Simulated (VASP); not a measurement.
Here is the system:

```yaml
crystal:
  lattice:
    - [6.12450, 0.00000, 0.00000]
    - [0.00000, 6.12450, 0.00000]
    - [0.00000, 0.00000, 6.12450]
  atoms:
    - { symbol: Cd, position: [0.00590, 0.99410, 0.99410] }
    - { symbol: Cd, position: [0.49410, 0.50590, 0.99410] }
    - { symbol: Cd, position: [0.49410, 0.99410, 0.50590] }
    - { symbol: Cd, position: [0.00590, 0.50590, 0.50590] }
    - { symbol: Se, position: [0.25000, 0.25000, 0.25000] }
    - { symbol: Se, position: [0.75000, 0.75000, 0.25000] }
    - { symbol: Se, position: [0.75000, 0.25000, 0.75000] }
    - { symbol: S, position: [0.25000, 0.75000, 0.75000] }
```

All values below come from PBE GGA, VASP's PBE PAW potentials (set 64) (plane waves; VASP). Run with 400 eV cut-off, Gaussian smearing of 0.050 eV, potentials Cd Se S.

Task: Predict the band gap (along the path) with the smallest direct gap where there is one.

Result: 
- band gap (along the path) = 0.60 eV
- smallest direct gap (along the path) = 0.60 eV

The structure was generated: Cd4SSe3 was put into an ordered model structure (P-43m), which need not be its known phase. It was relaxed first, which changed the volume by +7 %.
